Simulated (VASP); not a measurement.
# PAu3Se3 (P1) in VASP: single point with PBEsol

Aim: the single point of PAu3Se3 with PBEsol.

Everything below comes from runs of VASP 6.6.1. Logs are shortened: lines on timing, memory, paths and dates and some standing lists are left out, and cuts for length are marked.

**1. The structure**

The typed cell holds 14 atoms: a = 7.204 Å, b = 6.914 Å, c = 7.064 Å, α = 102.94°, β = 105.22°, γ = 106.58°.

The cell was built by a generator and needn't be a form met in nature.

**2. Single point, PBEsol**

The input, INCAR:

```
ALGO = Fast ; EDIFF = 1E-6
ENCUT = 520 ; GGA = PS
ISIF = 2 ; ISMEAR = -1
LASPH = True ; LCHARG = False
LREAL = False ; LWAVE = False
NBANDS = 69 ; NELM = 100
PREC = Accurate ; SIGMA = 0.1
```

The input, KPOINTS:

```
Automatic mesh
0
Gamma
  3 3 3
  0.5 0 0.5
```

The input, POSCAR:

```
PAu3Se3
1.0
    5.7502729200      3.2748687900      2.8467876000
   -5.5662797700      3.0439388100      2.7487510000
   -0.1079953900     -6.4305034900      2.9225506500
P Au Se
2 6 6
Direct
    0.9793550000      0.9648800000      0.9675420000
    0.4810240000      0.4994840000      0.4624870000
    0.4779630000      0.2723510000      0.9590810000
    0.9225270000      0.4478130000      0.2869760000
    0.2608940000      0.9165610000      0.4611960000
    0.4294520000      0.7789910000      0.9922610000
    0.7971610000      0.9635550000      0.4453320000
    0.9797260000      0.4107240000      0.7748000000
    0.5720840000      0.2642930000      0.2906020000
    0.2627570000      0.6181850000      0.2745650000
    0.2390010000      0.2830130000      0.5946970000
    0.7366530000      0.7331650000      0.0786450000
    0.7847060000      0.1332000000      0.7837530000
    0.0810910000      0.7313170000      0.7404390000
```

Potentials or basis: VASP PAW PBE potentials, release 64 (P, Au, Se).

Run with:

```console
$ cat potpaw_PBE.64/P/POTCAR potpaw_PBE.64/Au/POTCAR potpaw_PBE.64/Se/POTCAR > POTCAR
$ mpirun -np 1 vasp_std > vasp.out
```

OUTCAR:

```text
EDIFF = 1E-6
   ENCUT = 520
   GGA = PS
   ISIF = 2
   ISMEAR = -1
   LASPH = True
   LREAL = False
   NELM = 100
   PREC = Accurate

 ion  position               nearest neighbor table
   1  0.979  0.965  0.968-  13 2.38  14 2.42  12 2.43
   2  0.481  0.499  0.462-   9 2.17  10 2.24  11 2.48
   3  0.478  0.272  0.959-   9 2.28  11 2.73  12 2.99  13 3.08   4 3.12   6 3.40   5 3.45   6 3.58

   4  0.923  0.448  0.287-  10 2.43   9 2.49  14 3.07  12 3.10   3 3.12   5 3.18   8 3.44
   5  0.261  0.917  0.461-  10 2.19  11 2.56  14 2.96   4 3.18   7 3.42   3 3.45
   6  0.429  0.779  0.992-  12 2.27  14 2.55  10 2.85   8 3.20   7 3.27   3 3.40   3 3.58
   7  0.797  0.964  0.445-  13 2.45  12 2.57  11 3.05   8 3.09   9 3.19   6 3.27   5 3.42
   8  0.980  0.411  0.775-  13 2.05  14 2.22  11 2.75   7 3.09   6 3.20   4 3.44
   9  0.572  0.264  0.291-   2 2.17   3 2.28   4 2.49   7 3.19
  10  0.263  0.618  0.275-   5 2.19   2 2.24   4 2.43   6 2.85
  11  0.239  0.283  0.595-   2 2.48   5 2.56   3 2.73   8 2.75   7 3.05
  12  0.737  0.733  0.079-   6 2.27   1 2.43   7 2.57   3 2.99   4 3.10
  13  0.785  0.133  0.784-   8 2.05   1 2.38   7 2.45   3 3.08
  14  0.081  0.731  0.740-   8 2.22   1 2.42   6 2.55   5 2.96   4 3.07

  LATTYP: Found a triclinic cell.
 ALAT       =     8.6647902414
 B/A-ratio  =     1.5188114891
 C/A-ratio  =     1.8061412980
 COS(alpha) =     0.0087368911
 COS(beta)  =     0.4521714157
 COS(gamma) =     0.8789965106

  Lattice vectors:

 A1 = (  -5.6422775300,   3.1556347000,  -5.7693382500)
 A2 = ( -11.2085573000,   6.1995735100,  -3.0205872500)
 A3 = (   5.5982774000,   3.4982605700, -14.1893909000)

Analysis of symmetry for initial positions (statically):
=====================================================================
 Subroutine PRICEL returns:
 Original cell was already a primitive cell.

 Routine SETGRP: Setting up the symmetry group for a
 triclinic supercell.

 Subroutine GETGRP returns: Found  1 space group operations
 (whereof  1 operations were pure point group operations)
 out of a pool of  2 trial point group operations.

The static configuration has the point symmetry C_1 .

Analysis of symmetry for dynamics (positions and initial velocities):
=====================================================================
 Subroutine PRICEL returns:
 Original cell was already a primitive cell.

 Routine SETGRP: Setting up the symmetry group for a
 triclinic supercell.

 Subroutine GETGRP returns: Found  1 space group operations
 (whereof  1 operations were pure point group operations)
 out of a pool of  2 trial point group operations.

The dynamic configuration has the point symmetry C_1 .

 Subroutine INISYM returns: Found  1 space group operations
 (whereof  1 operations are pure point group operations),
 and found     1 'primitive' translations

----------------------------------------------------------------------------------------

                                     Primitive cell

  volume of cell :     307.9320

  direct lattice vectors                    reciprocal lattice vectors
     5.750272920  3.274868790  2.846787600     0.086291509  0.051864961  0.117307428
    -5.566279770  3.043938810  2.748751000    -0.090530526  0.055573643  0.118933652
    -0.107995390 -6.430503490  2.922550650     0.001092292 -0.102789197  0.116039622

  length of vectors
     7.203790939  6.914091843  7.064300421     0.154587294  0.159466045  0.155022598

  position of ions in fractional coordinates (direct lattice)
     0.979355000  0.964880000  0.967542000
     0.481024000  0.499484000  0.462487000
     0.477963000  0.272351000  0.959081000
     0.922527000  0.447813000  0.286976000
     0.260894000  0.916561000  0.461196000
     0.429452000  0.778991000  0.992261000
     0.797161000  0.963555000  0.445332000
     0.979726000  0.410724000  0.774800000
     0.572084000  0.264293000  0.290602000
     0.262757000  0.618185000  0.274565000
[... 34 lines left out ...]
    -0.030176842  0.018524548  0.039644551     0.000000000  0.333333333  0.000000000
     0.000364097 -0.034263066  0.038679874     0.000000000  0.000000000  0.333333333

  Length of vectors
     0.051529098  0.053155348  0.051674199

  Shift w.r.t. Gamma in fractional coordinates (k-lattice)
     0.500000000  0.000000000  0.500000000

 Subroutine IBZKPT returns following result:
 ===========================================

 Found     14 irreducible k-points:

 Following reciprocal coordinates:
            Coordinates               Weight
  0.166667 -0.000000  0.166667      2.000000
  0.500000 -0.000000  0.166667      2.000000
 -0.166667  0.000000  0.166667      2.000000
  0.166667  0.333333  0.166667      2.000000
  0.500000  0.333333  0.166667      2.000000
 -0.166667  0.333333  0.166667      2.000000
  0.166667 -0.333333  0.166667      2.000000
  0.500000 -0.333333  0.166667      2.000000
 -0.166667 -0.333333  0.166667      2.000000
  0.166667 -0.000000  0.500000      2.000000
  0.500000 -0.000000  0.500000      1.000000
  0.166667  0.333333  0.500000      2.000000
  0.500000  0.333333  0.500000      2.000000
 -0.166667  0.333333  0.500000      2.000000
   k-points           NKPTS =     14   k-points in BZ     NKDIM =     14   number of bands    NBANDS=     69
   number of dos      NEDOS =    301   number of ions     NIONS =     14
   total plane-waves  NPLWV = 157464
   dimension x,y,z NGX =    54 NGY =   54 NGZ =   54
   dimension x,y,z NGXF=   108 NGYF=  108 NGZF=  108
   ions per type =               2   6   6
   NGX,Y,Z   is equivalent  to a cutoff of  12.46, 12.98, 12.71 a.u.
   NGXF,Y,Z  is equivalent  to a cutoff of  24.92, 25.97, 25.42 a.u.
 SYSTEM =  unknown system
   PREC   = accura    normal or accurate (medium, high low for compatibility)
   ISTART =      0    job   : 0-new  1-cont  2-samecut
   ICHARG =      2    charge: 1-file 2-atom 10-const
   ISPIN  =      1    spin polarized calculation?
   LNONCOLLINEAR =      F non collinear calculations
   LSORBIT =      F    spin-orbit coupling
   LASPH  =      T    aspherical Exc in radial PAW
   ENCUT  =  520.0 eV  38.22 Ry    6.18 a.u.  13.39 12.86 13.13*2*pi/ulx,y,z
   NELM   =    100;   NELMIN=  2; NELMDL= -5     # of ELM steps
   EDIFF  = 0.1E-05   stopping-criterion for ELM
   LREAL  =      F    real-space projection
   EDIFFG = 0.1E-04   stopping-criterion for IOM
   NSW    =      0    number of steps for IOM
   IBRION =     -1    ionic relax: 0-MD 1-quasi-New 2-CG
   NFREE  =      0    steps in history (QN), initial steepest desc. (CG)
   ISIF   =      2    stress and relaxation
   ISYM   =      2    0-nonsym 1-usesym 2-fastsym
   POTIM  = 0.5000    time-step for ionic-motion
   TEBEG  =    0.0;   TEEND  =   0.0 temperature during run
   PSTRESS=    0.0 pullay stress
   NELECT =     112.0000    total number of electrons
   NUPDOWN=      -1.0000    fix difference up-down
   EMIN   =  10.00;   EMAX   =-10.00  energy-range for DOS
   EFERMI =   0.00;   METHOD = LEGACY
   ISMEAR =    -1;   SIGMA  =   0.10  broadening in eV -4-tet -1-fermi 0-gaus
   EFERMI_NEDOS =   21; number of points for ismear=-14 and -15
   IALGO  =     68    algorithm
   IMIX   =      4    mixing-type and parameters
     AMIX     =   0.40;   BMIX     =  1.00
     AMIX_MAG =   1.60;   BMIX_MAG =  1.00
  volume/ion in A,a.u.               =      22.00       148.43
  Fermi-wavevector in a.u.,A,eV,Ry     =   1.168591  2.208317 18.580185  1.365605
  Thomas-Fermi vector in A             =   2.305076
   LORBIT       =      0    0 simple, 1 ext, 2 COOP (PROOUT), +10 PAW based schemes
   GGA     = PS    functional components
   LHFCALC =     F    Hartree Fock is set to
   AEXX    =    0.0000 exact exchange contribution
   IVDW    =     0    specifies the selected vdW correction
   LEPSILON=     F    determine dielectric tensor
   LRPA    =     F    only Hartree local field effects (RPA)
 non-spin polarized calculation
 RMM-DIIS sequential band-by-band and
  energy-cutoff  :      520.00
  volume of cell :      307.93
 maximum number of plane-waves:      8308
 NGX is ok and might be reduce to    54
   NGX = 27   NGY = 25   NGZ = 27

 number of electron     112.0000001 magnetization

 Free energy of the ion-electron system (eV)
  ---------------------------------------------------
  ext. energy  EPLUGINS =         0.00000000
  ---------------------------------------------------
  free energy    TOTEN  =       -53.35223410 eV

  energy without entropy =      -53.34299666  energy(sigma->0) =      -53.34761538

 E-fermi :   5.4509     XC(G=0): -10.4024

 val. band max:        5.0329503820   @ k =   0.1667  -0.0000   0.1667
 cond. band min:       5.7823616328   @ k =   0.5000  -0.0000   0.5000
 fundamental gap:      0.7494112508
 Fermi energy:         5.4509093956

 k-point     1 :       0.1667   -0.0000    0.1667
  band No.  band energies     occupation
      1     -10.3492      2.00000
      2      -9.9803      2.00000
      3      -9.2582      2.00000
      4      -8.8500      2.00000
      5      -8.5434      2.00000
      6      -8.1727      2.00000
[... 983 lines left out ...]
     67       9.1614      0.00000
     68       9.5678      0.00000
 [bands above 68 left out]

------------------------ aborting loop because EDIFF is reached ----------------------------------------

  FORCE on cell =-STRESS in cart. coord.  units (eV):
  Direction    XX          YY          ZZ          XY          YZ          ZX
  --------------------------------------------------------------------------------------
  -------------------------------------------------------------------------------------
  Total       13.4392103     17.9716038     19.3270490     -4.8575923      8.7864916     -6.5958547
  in kB       69.9245188     93.5066658    100.5590785    -25.2741641     45.7163168    -34.3183831
  external PRESSURE =      87.9967544 kB  Pullay stress =       0.0000000 kB

 VOLUME and BASIS-vectors are now :
 -----------------------------------------------------------------------------
  energy-cutoff  :      520.00
  volume of cell :      307.93
      direct lattice vectors                 reciprocal lattice vectors
     5.750272920  3.274868790  2.846787600     0.086291509  0.051864961  0.117307428
    -5.566279770  3.043938810  2.748751000    -0.090530526  0.055573643  0.118933652
    -0.107995390 -6.430503490  2.922550650     0.001092292 -0.102789197  0.116039622

 POSITION                                       TOTAL-FORCE (eV/Angst)
 -----------------------------------------------------------------------------------
      0.15628     -0.07749      8.26792         0.122413     -0.522530      0.773303
     -0.06419      0.12166      4.09397        -0.755281     -1.693545      2.410338
      1.12886     -3.77309      4.91225        -0.991188      1.988201     -1.999332
      2.78114      2.53887      4.69587        -0.071082     -0.310015     -0.278152
     -3.65143      0.67863      4.60998        -3.262240     -0.339563      2.674910
     -1.97378     -2.60314      6.26374        -2.021097      0.239593     -1.295195
     -0.82762      2.67989      6.21943         0.502238      0.394343     -0.899114
      3.26381     -0.52366      6.18244        -0.408179      3.433523      3.682342
      1.78713      0.80927      3.20438         1.744976     -0.907016     -0.342268
     -1.95972      0.97662      3.24968         2.347209      0.889542     -3.032022
     -0.26523     -2.18003      3.19635         1.785345      0.657474      0.316208
      0.14646      4.13842      4.34223         1.539930      0.810356      1.572764
      3.68620     -2.06466      4.89058         2.404070     -6.862874     -5.994781
     -3.68438     -2.26975      4.40503        -2.937115      2.222511      2.410999
 -----------------------------------------------------------------------------------
    total drift:                               -0.000559      0.000072      0.001674

  FREE ENERGIE OF THE ION-ELECTRON SYSTEM (eV)
  ---------------------------------------------------
  free  energy   TOTEN  =       -53.3522340986 eV

  energy  without entropy=      -53.3429966567  energy(sigma->0) =      -53.34761538
```

Wall time 6.1 min (1 thread of Intel Xeon Platinum 8488C (Sapphire Rapids), shared host); peak memory 0.54 GiB.

Results:

* Free energy: -53.3522 eV
* Pressure: 8.8 GPa
* Largest force: 9.424 eV/Å
* Band gap on the k mesh: 0.75 eV, indirect (least direct gap 0.98 eV)

Forces in eV/Å, atoms in the order of the input:
```
P    0.122 -0.523  0.773
P   -0.755 -1.694  2.410
Au  -0.991  1.988 -1.999
Au  -0.071 -0.310 -0.278
Au  -3.262 -0.340  2.675
Au  -2.021  0.240 -1.295
Au   0.502  0.394 -0.899
Au  -0.408  3.434  3.682
Se   1.745 -0.907 -0.342
Se   2.347  0.890 -3.032
Se   1.785  0.657  0.316
Se   1.540  0.810  1.573
Se   2.404 -6.863 -5.995
Se  -2.937  2.223  2.411
```

Stress tensor (GPa, compression positive):
```
 6.99 -2.53 -3.43
-2.53  9.35  4.57
-3.43  4.57 10.06
```

Caveat: the PAW data sets were made with another functional, which shifts forces and pressure a little; spin-orbit coupling is left out, which moves the levels of the heavy elements. A k mesh can miss the band edges.
